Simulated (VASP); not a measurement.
Input:

```xyz
1
Lattice="-1.5495 1.5495 2.4358 1.5495 -1.5495 2.4358 1.5495 1.5495 -2.4358" Properties=species:S:1:pos:R:3 pbc="T T T"
In     0.0000     0.0000     0.0000
```

Computed with PBEsol GGA, VASP's PBE PAW potentials (set 64) (plane waves; VASP). Settings: 500 eV cut-off, 16×16×16 Γ-centred mesh, first-order Methfessel-Paxton smearing of 0.10 eV, potentials In_d.

Energy and stress use the plane-wave basis of the starting cell.

### Question
The ions, cell shape and volume at an external pressure of 10.0 GPa are relaxed. Give the cell that the relaxation ends in.

### Answer

```xyz
1
Lattice="-1.5259 1.5259 2.3521 1.5259 -1.5259 2.3521 1.5259 1.5259 -2.3521" Properties=species:S:1:pos:R:3 pbc="T T T"
In     0.0000     0.0000     0.0000
```
Space group I4/mmm (139), at a tolerance of 0.03 Å.

### Question
How do energy and volume change from the first to the last step?

### Answer
The energy (σ→0) changes by +68.6 meV/atom and the volume by -6.4 %, in 11 ionic steps.

```json
[
 {"step": "1", "E(σ→0) (eV)": "-2.9554", "max force (eV/Å)": "0.000", "pressure (GPa)": "4.98", "volume (Å³)": "23.39"},
 {"step": "2", "E(σ→0) (eV)": "-2.8159", "max force (eV/Å)": "0.000", "pressure (GPa)": "14.71", "volume (Å³)": "21.00"},
 {"step": "3", "E(σ→0) (eV)": "-2.8904", "max force (eV/Å)": "0.000", "pressure (GPa)": "9.99", "volume (Å³)": "21.97"},
 {"step": "4", "E(σ→0) (eV)": "-2.8886", "max force (eV/Å)": "0.000", "pressure (GPa)": "10.12", "volume (Å³)": "21.95"},
 {"step": "5", "E(σ→0) (eV)": "-2.8883", "max force (eV/Å)": "0.000", "pressure (GPa)": "10.10", "volume (Å³)": "21.94"},
 {"step": "6", "E(σ→0) (eV)": "-2.8875", "max force (eV/Å)": "0.000", "pressure (GPa)": "10.09", "volume (Å³)": "21.92"},
 {"step": "7", "E(σ→0) (eV)": "-2.8850", "max force (eV/Å)": "0.000", "pressure (GPa)": "10.20", "volume (Å³)": "21.88"},
 {"step": "8", "E(σ→0) (eV)": "-2.8858", "max force (eV/Å)": "0.000", "pressure (GPa)": "10.18", "volume (Å³)": "21.89"},
 {"step": "9", "E(σ→0) (eV)": "-2.8868", "max force (eV/Å)": "0.000", "pressure (GPa)": "10.13", "volume (Å³)": "21.91"},
 {"step": "10", "E(σ→0) (eV)": "-2.8867", "max force (eV/Å)": "0.000", "pressure (GPa)": "10.14", "volume (Å³)": "21.91"},
 {"step": "11", "E(σ→0) (eV)": "-2.8868", "max force (eV/Å)": "0.000", "pressure (GPa)": "10.13", "volume (Å³)": "21.91"}
]
```

The compound is In in the bct structure. This run relaxes it under an external pressure of 10 GPa. Symmetry was kept, so distortions that lower it aren't found.
